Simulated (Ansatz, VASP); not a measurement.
# HfMnTeSeS2 (1T-HfS2 under 1T-MnSeTe, AA): VASP beside Ansatz, part 2 of 2

Wanted: the spread between two codes on one cell, functional and k mesh. The structure shown is the start of the Ansatz relaxation below; VASP solves that cell, so the two are compared at the walk's first step.

VASP 6.6.1 and Ansatz 0.2.0.

So far: The starting structure; Ansatz: relaxation, PBE with D3(BJ).

## (3) VASP: single point, PBE with D3(BJ), start cell

Level of this step: PBE with D3(BJ), spin-polarised from a ferromagnetic start; plane waves and PAW (S, Hf_pv, Te, Mn_pv, Se) (VASP).

The same cell, functional, mesh and smearing now go to VASP, with its own data sets.

Lines of VASP's logs that name or quote its potential files are left out, and so is its time.

INCAR reads:

```
SYSTEM = HfMnTeSeS2
PREC = Accurate
ENCUT = 400
EDIFF = 1E-06
NELM = 200
ISMEAR = -1
SIGMA = 0.05
LREAL = .FALSE.
ALGO = Normal
GGA = PE
IVDW = 12
NBANDS = 34
ISPIN = 2
MAGMOM = -0 -0 0 -0.11 2.96 -0.07
LASPH = .TRUE.
LMAXMIX = 4
LORBIT = 11
LWAVE = .FALSE.
LCHARG = .FALSE.
ISIF = 2
LDIPOL = .TRUE.
IDIPOL = 3
DIPOL = 0.5 0.5 0.324
LVHAR = .TRUE.
GGA_COMPAT = .FALSE.
NELMDL = -8
KPAR = 2
```

POSCAR reads:

```
HfMnTeSeS2
1.0
    3.6386380000      0.0000000000      0.0000000000
   -1.8193190000      3.1511530000      0.0000000000
    0.0000000000      0.0000000000     42.3648330000
S Hf Te Mn Se
2 1 1 1 1
Direct
    0.6666666138      0.3333332276      0.2124403512
    0.3333333862      0.6666667724      0.2882617052
    0.0000000000      0.0000000000      0.2503510400
    0.6666666138      0.3333332276      0.3626158281
    0.0000000000      0.0000000000      0.4008075283
    0.3333333862      0.6666667724      0.4315470098
```

KPOINTS reads:

```
Automatic mesh
0
Gamma
12 12 1
0 0 0
```

PAW data sets: S, Hf_pv, Te, Mn_pv and Se (PBE family, release 64).

Command:

```sh
mpirun -np 2 vasp_std
```

Numbers of over 12 decimals in the logs are rounded to 6 here.

Output:

```text
[banner, memory and clock lines left out]
running    2 mpi-ranks, on    1 nodes
 distrk:  each k-point on    1 cores,    2 groups
 distr:  one band on    1 cores,    1 groups

 POSCAR found type information on POSCAR S HfTeMnSe
 POSCAR found :  5 types and       6 ions
 LDA part: xc-table for (Slater+PW92), standard interpolation
 POSCAR, INCAR and KPOINTS ok, starting setup
 FFT: planning ... GRIDC
 FFT: planning ... GRID_SOFT
 FFT: planning ... GRID
 WAVECAR not read
 entering main loop
       N       E                     dE             d eps       ncg     rms          rms(c)
DAV:   1     0.272185439746E+03    0.27219E+03   -0.18284E+04  3168   0.842E+02
DAV:   2    -0.934552335813E+01   -0.28153E+03   -0.26997E+03  3372   0.220E+02
DAV:   3    -0.422113850930E+02   -0.32866E+02   -0.32423E+02  3238   0.689E+01
DAV:   4    -0.432785712103E+02   -0.10672E+01   -0.10602E+01  3454   0.143E+01
DAV:   5    -0.433115398869E+02   -0.32969E-01   -0.32928E-01  3776   0.241E+00
DAV:   6    -0.433121215479E+02   -0.58166E-03   -0.58101E-03  3588   0.345E-01
DAV:   7    -0.433121455331E+02   -0.23985E-04   -0.23978E-04  3804   0.626E-02
DAV:   8    -0.433121464024E+02   -0.86933E-06   -0.86910E-06  3230   0.112E-02    0.444E+01
DAV:   9    -0.597244082637E+02   -0.16412E+02   -0.90866E+01  2986   0.581E+01    0.550E+01
DAV:  10    -0.944143383526E+02   -0.34690E+02   -0.28831E+02  3892   0.960E+01    0.637E+01
DAV:  11    -0.391079320204E+02    0.55306E+02   -0.25792E+02  3772   0.339E+01    0.268E+01
DAV:  12    -0.392419899846E+02   -0.13406E+00   -0.24822E+01  2976   0.162E+01    0.150E+01
DAV:  13    -0.372034921934E+02    0.20385E+01   -0.47864E+00  3322   0.133E+01    0.108E+01
DAV:  14    -0.373444673775E+02   -0.14098E+00   -0.56569E-01  3246   0.338E+00    0.110E+01
[...]
DAV:  67    -0.392798611742E+02   -0.41565E-04   -0.86984E-07  2222   0.442E-03    0.204E-02
DAV:  68    -0.392798804131E+02   -0.19239E-04   -0.45000E-07  2152   0.299E-03    0.149E-02
DAV:  69    -0.392798871622E+02   -0.67491E-05   -0.70057E-07  2140   0.438E-03    0.232E-03
DAV:  70    -0.392798990322E+02   -0.11870E-04   -0.24736E-07  1874   0.227E-03    0.142E-03
DAV:  71    -0.392799072891E+02   -0.82568E-05   -0.63323E-08  1890   0.115E-03    0.825E-04
DAV:  72    -0.392799142139E+02   -0.69249E-05   -0.63752E-08  1918   0.106E-03    0.386E-04
DAV:  73    -0.392799175771E+02   -0.33631E-05   -0.52344E-08  1882   0.941E-04    0.300E-04
DAV:  74    -0.392799182129E+02   -0.63580E-06   -0.17765E-08  1720   0.580E-04
   1 F= -.41011534E+02 E0= -.41003829E+02  d E =-.154098E-01  mag=     2.8483
```

From OUTCAR (step 3):

```text
ion  position               nearest neighbor table
   1  0.667  0.333  0.212-   3 2.64   3 2.64   3 2.64
   2  0.333  0.667  0.288-   3 2.64   3 2.64   3 2.64
   3  0.000  0.000  0.250-   2 2.64   2 2.64   2 2.64   1 2.64   1 2.64   1 2.64
   4  0.667  0.333  0.363-   5 2.65   5 2.65   5 2.65
   5  0.000  0.000  0.401-   6 2.47   6 2.47   6 2.47   4 2.65   4 2.65   4 2.65
   6  0.333  0.667  0.432-   5 2.47   5 2.47   5 2.47

  LATTYP: Found a hexagonal cell.
 ALAT       =     3.6386380000
 C/A-ratio  =    11.6430469313

 Subroutine GETGRP returns: Found  6 space group operations
 (whereof  6 operations were pure point group operations)

The static configuration has the point symmetry C_3v.

 Found     19 irreducible k-points:

   k-points           NKPTS =     19   k-points in BZ     NKDIM =     19   number of bands    NBANDS=     34

   dimension x,y,z NGX =    24 NGY =   24 NGZ =  280
   dimension x,y,z NGXF=    48 NGYF=   48 NGZF=  560

   ENCUT  =  400.0 eV  29.40 Ry    5.42 a.u.   5.93  5.93 69.09*2*pi/ulx,y,z

   NELECT =      47.0000    total number of electrons

 k-points in reciprocal lattice and weights: Automatic mesh
   0.00000000  0.00000000  0.00000000       0.007
   0.08333333  0.00000000  0.00000000       0.042
   0.16666667  0.00000000  0.00000000       0.042
   0.25000000 -0.00000000  0.00000000       0.042
   0.33333333  0.00000000  0.00000000       0.042
   0.41666667 -0.00000000  0.00000000       0.042
   0.50000000 -0.00000000  0.00000000       0.021
   0.08333333  0.08333333  0.00000000       0.042
   0.16666667  0.08333333  0.00000000       0.083
[...]
0.33333333  0.25000000  0.00000000       0.083
   0.33333333  0.33333333  0.00000000       0.014

 dipolmoment           0.000000      0.000000     -0.021891 electrons x Angstroem

 average (electrostatic) potential at core
       1 -93.6857       2 -93.8282       3 -46.1445       4 -96.9982       5 -77.7492
       6 -60.7795

 E-fermi :  -2.3630

 spin component 1
 k-point     1 :       0.0000    0.0000    0.0000
  band No.  band energies     occupation
    ...
     19      -4.9599      1.00000
     20      -4.1037      1.00000
     21      -3.2568      1.00000
     22      -3.2568      1.00000
     23      -3.1544      1.00000
     24      -1.9467      0.00024
     25      -1.9467      0.00024
     26      -1.2134      0.00000
     27      -1.2134      0.00000
     28      -0.9898      0.00000
    ...

 k-point     2 :       0.0833    0.0000    0.0000
  band No.  band energies     occupation
    ...
     19      -4.7664      1.00000
     20      -4.1024      1.00000
     21      -3.7479      1.00000
     22      -3.4266      1.00000
     23      -3.0684      1.00000
     24      -2.3420      0.39646
     25      -2.0538      0.00206
     26      -1.2608      0.00000
     27      -1.0109      0.00000
     28      -0.8497      0.00000
    ...

 k-point     3 :       0.1667    0.0000    0.0000
  band No.  band energies     occupation
    ...
     21      -4.1168      1.00000
     22      -3.7579      1.00000
     23      -3.1702      1.00000
     24      -2.8747      0.99996
     25      -2.3689      0.52927
     26      -1.6991      0.00000
     27      -1.5028      0.00000
     28      -0.6054      0.00000
     29      -0.5373      0.00000
     30      -0.4168      0.00000
    ...

 k-point     4 :       0.2500   -0.0000    0.0000
  band No.  band energies     occupation
    ...
     21      -4.2399      1.00000
     22      -4.0280      1.00000
     23      -3.7677      1.00000
     24      -3.2037      1.00000
     25      -2.8324      0.99992
     26      -1.9959      0.00065
     27      -1.7791      0.00001
     28      -0.7139      0.00000
     29      -0.1304      0.00000
     30      -0.0529      0.00000
    ...

 k-point     5 :       0.3333    0.0000    0.0000
  band No.  band energies     occupation
    ...
     21      -4.5065      1.00000
     22      -4.3194      1.00000
     23      -4.1543      1.00000
     24      -3.6407      1.00000
     25      -3.3396      1.00000
     26      -2.1652      0.01879
     27      -1.6276      0.00000
     28      -0.8057      0.00000
     29       0.2830      0.00000
     30       0.3203      0.00000
    ...

 k-point     6 :       0.4167   -0.0000    0.0000
  band No.  band energies     occupation
    ...
     21      -4.6670      1.00000
     22      -4.5813      1.00000
     23      -4.1871      1.00000
     24      -3.9799      1.00000
     25      -3.7862      1.00000
     26      -2.3306      0.34329
     27      -1.4105      0.00000
     28      -0.8550      0.00000
     29       0.6262      0.00000
     30       0.7275      0.00000
    ...

 Edisp (eV)   -1.73162

  Total      -2.79931    -2.79931    -4.86374     0.00000    -0.00000    -0.00000
  in kB      -9.23310    -9.23310   -16.04231     0.00000    -0.00000    -0.00000
  external pressure =      -11.50 kB  Pullay stress =        0.00 kB

  energy-cutoff  :      400.00
  volume of cell :      485.75
      direct lattice vectors                 reciprocal lattice vectors
     3.638638000  0.000000000  0.000000000     0.274828109  0.158672080  0.000000000
    -1.819319000  3.151153000  0.000000000     0.000000000  0.317344159  0.000000000
     0.000000000  0.000000000 42.364833000     0.000000000  0.000000000  0.023604483

 POSITION                                       TOTAL-FORCE (eV/Angst)
 -----------------------------------------------------------------------------------
      1.81932      1.05038      9.00000        -0.000000      0.000000      1.831365
      0.00000      2.10077     12.21216         0.000000      0.000000     -1.624922
      0.00000      0.00000     10.60608        -0.000000      0.000000     -0.144704
      1.81932      1.05038     15.36216         0.000000      0.000000     -0.524224
      0.00000      0.00000     16.98014        -0.000000      0.000000      0.164509
      0.00000      2.10077     18.28242        -0.000000     -0.000000      0.297975
 -----------------------------------------------------------------------------------
    total drift:                               -0.000000     -0.000017      0.000583

  FREE ENERGIE OF THE ION-ELECTRON SYSTEM (eV)
  ---------------------------------------------------
  free  energy   TOTEN  =       -41.0115344011 eV

  energy  without entropy=      -40.9961245825  energy(sigma->0) =      -41.00382949

 vacuum level on the upper side and lower side of the slab         2.750         3.095

 total charge
# of ion       s       p       d       tot
------------------------------------------
    1        1.348   2.357   0.000   3.705
    2        1.346   2.368   0.000   3.714
    3        0.292   6.434   1.330   8.057
    4        1.397   1.941   0.044   3.383
    5        0.299   6.294   5.005  11.598
    6        1.472   2.312   0.038   3.822
--------------------------------------------------
tot          6.155  21.706   6.417  34.278

 magnetization (x)
# of ion       s       p       d       tot
------------------------------------------
    1       -0.000  -0.000   0.000  -0.000
    2       -0.000  -0.001   0.000  -0.001
    3       -0.000  -0.000   0.001   0.000
    4        0.001  -0.116   0.001  -0.114
    5        0.035   0.044   2.867   2.947
    6        0.002  -0.062   0.006  -0.055
--------------------------------------------------
tot          0.038  -0.136   2.875   2.776

[... 6 further parts left out ...]
```

The cell holds one magnetic atom, so no antiferromagnetic order fits into it. Harder data sets than Hf_pv exist (the GW ones), and pressures, volumes and forces can shift noticeably with them.

## (4) Side by side

Known differences besides the potentials themselves: VASP starts from the moments at which Ansatz ended; Ansatz cuts the interaction across the vacuum, VASP repeats the sheet with a dipole correction; the data sets hold 85 valence electrons in Ansatz (on its default PAW (the set named soft_2) files) and 47 in VASP; the cutoff is 420 eV in Ansatz and 400 eV in VASP. Total energies have different zeros and are not compared.

Forces (eV/Å; atoms numbered as in POSCAR):

| atom | Ansatz x, y, z | VASP x, y, z |
| --- | --- | --- |
| S1 | 0.000, 0.000, 1.769 | 0.000, 0.000, 1.831 |
| S2 | 0.000, 0.000, -1.562 | 0.000, 0.000, -1.625 |
| Hf3 | 0.000, 0.000, -0.145 | 0.000, 0.000, -0.145 |
| Te4 | 0.000, 0.000, -0.515 | 0.000, 0.000, -0.524 |
| Mn5 | 0.000, 0.000, 0.167 | 0.000, 0.000, 0.165 |
| Se6 | 0.000, 0.000, 0.286 | 0.000, 0.000, 0.298 |

The forces differ by 21 meV/Å r.m.s., which is 3.6 % of the r.m.s. force of 0.597 eV/Å (both taken over all components). Moments aren't recorded for both runs of this pair, so they may hold unlike magnetic states. With vacuum in the cell, a pressure given here is an average over mostly empty space and none of the material.

## (5) What came out

```
r.m.s. force difference (single point, PBE with D3(BJ), start cell) : 3.6 % of the r.m.s. force
```

The r.m.s. force difference is 3.6 % of the r.m.s. force (single point, PBE with D3(BJ), start cell), beyond the 3 % picked in this series as the mark of a large difference. The data sets hold unlike numbers of valence electrons (85 in Ansatz and 47 in VASP), so part of the differences comes from the potentials. What causes the difference of the single point, PBE with D3(BJ), start cell pair stays open here. 1 further run of this series is not shown here. Such differences can come from data sets, numerical settings and the points named under the comparisons, not from the functional's error against experiment.

[Lines on the potential files, build, host, timing and source positions are cut from VASP's logs without a mark.]

[Logs are printed without paths, hosts, clocks, repeated set-up lines and the standing remarks that a program may print on its own settings, such as how far it seeks lower states.]

[Hosts, paths, dates, database ids (printed as entryN), source tags and the programs' standing remarks are cut or masked in the printed files.]
